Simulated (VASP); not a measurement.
Crystal: AlB2C2.

```xyz
5
Lattice="5.3827 0.0000 0.0000 -2.6914 4.6616 0.0000 0.0000 0.0000 2.8005" Properties=species:S:1:pos:R:3 pbc="T T T"
Al    0.0000    0.0000    1.4003
B     0.0000    3.1077    1.4003
B     2.6914    1.5539    1.4003
C     0.0000    3.1077    0.0000
C     2.6914    1.5539    0.0000
```

The cell was built by a generator and needn't be a form met in nature.

The cell isn't the ideal one: random cell by space group and Wyckoff sites (P6/mmm, No. 191).

```yaml
Program: VASP 6.6.1
Task: relaxation of cell and atoms
Functional: PBE
Potentials_or_basis: VASP PAW PBE potentials, release 64 (Al, B, C)
Cutoff: 600 eV
k_mesh: 6 × 6 × 6
Occupations: gaussian, width 0.1 eV
Spin: no spin polarisation
```

At the start: pressure -0.5 GPa; volume 14.05 Å³/atom.

Task: How do energy, volume and symmetry change on relaxing?

Result: Over 13 steps the energy falls by 3.9 meV/atom and the volume is 13.27 Å³/atom (-5.6 %); space group P6/mmm (No. 191, to 0.05 Å).

Step by step:
```
step  energy change (eV)  largest force (eV/Å)  pressure (GPa)  volume (Å³)
   1              0.0000                0.0000           -0.47        70.27
   2             -0.0035                0.0000           -1.50        69.85
   3             -0.0035                0.0000           -1.59        69.81
   4             -0.0053                0.0000           -1.52        69.54
   5             -0.0104                0.0000           -1.31        68.75
   6             -0.0178                0.0000           -0.77        67.16
   7             -0.0151                0.0000            0.32        64.06
   8             -0.0170                0.0000            0.06        65.05
   9             -0.0188                0.0000           -0.32        66.10
  10             -0.0188                0.0000           -0.48        66.49
  11             -0.0189                0.0000           -0.42        66.33
  12             -0.0192                0.0000            0.12        66.37
  13             -0.0193                0.0000           -0.03        66.36
```

Final structure:
```xyz
5
Lattice="5.2273 0.0000 0.0000 -2.6137 4.5270 0.0000 0.0000 0.0000 2.8041" Properties=species:S:1:pos:R:3 pbc="T T T"
Al    0.0000    0.0000    1.4020
B     0.0000    3.0180    1.4020
B     2.6137    1.5090    1.4020
C     0.0000    3.0180    0.0000
C     2.6137    1.5090    0.0000
```

Caveat: the k mesh is coarse (spacing up to 0.37 Å⁻¹), so the values aren't converged.
